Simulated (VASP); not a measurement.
Input of a VASP 6.6.1 run:

The input INCAR:

```
ALGO = Normal
EDIFF = 1E-7
ENCUT = 520
GGA = CA
ISIF = 2
ISMEAR = 0
ISPIN = 2
LASPH = True
LCHARG = True
LDAU = True
LDAUJ = 0 0
LDAUL = 3 -1
LDAUPRINT = 1
LDAUTYPE = 2
LDAUU = 4 0
LELF = True
LMAXMIX = 6
LORBIT = 11
LREAL = False
LVHAR = True
LWAVE = False
MAGMOM = 0 0
NELM = 100
PREC = Accurate
SIGMA = 0.05
```

File KPOINTS:

```
k-points
0
Gamma
  5 5 5
```

POSCAR

```
PmSe
1.0
    0.0000000000      3.2231904100      3.2231904100
    3.2231904100      0.0000000000      3.2231904100
    3.2231904100      3.2231904100      0.0000000000
Pm Se
1 1
Direct
    0.0000000000      0.0000000000      0.0000000000
    0.2500000000      0.2500000000      0.2500000000
```

Potentials or basis: VASP PAW PBE potentials, release 64 (Pm, Se).

The run is started by

```sh
$ cat potpaw_PBE.64/Pm/POTCAR potpaw_PBE.64/Se/POTCAR > POTCAR
$ mpirun -np 1 vasp_std > vasp.out
```

(1) What does it give for the site moments?

(2) Estimate the band gap on the k mesh.

(3) Estimate the net moment.

(4) Predict the pressure.

Answers

(1) Pm -4.43; Se +0.04 μB.

(2) none (metal or under the smearing width).

(3) -4.87 μB per cell.

(4) 2.1 GPa.

Caveat: the magnetic or orbital state may not be the lowest; the PAW data sets were made with another functional, which shifts forces and pressure a little; spin-orbit coupling is left out, which moves the levels of the heavy elements.
